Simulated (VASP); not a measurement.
Here is the system:

```xyz
4
Lattice="4.4610 0.0000 0.0000 0.0000 4.4610 0.0000 0.0000 0.0000 6.2362" Properties=species:S:1:pos:R:3 pbc="T T T"
Te     2.2305     2.2305     0.0000
Pb     0.0000     0.0000     0.0000
Pb     2.2305     2.2305     3.1181
S      0.0000     0.0000     3.1181
```

All values below come from r2SCAN meta-GGA with spin-orbit coupling, VASP's PBE PAW potentials (set 64) (plane waves; VASP 6.6.1). Settings: 400 eV cut-off, 5×5×3 Γ-centred mesh, Gaussian smearing of 0.050 eV, potentials Te Pb_d S.

Problem. Predict the energy per atom (σ→0), band gap (over mesh and band path) with the smallest direct gap where there is one.

Solution. 
```
Item                                                    Result
---------------------------------------------  ---------------
band gap (over mesh and band path)                     0.19 eV
smallest direct gap (over mesh and band path)          0.19 eV
energy per atom (σ→0)                          -37.220 eV/atom
```

The structure comes from a computed database's TePb2S entry (P4/mmm); how it stands against other phases isn't given here. It was relaxed first.
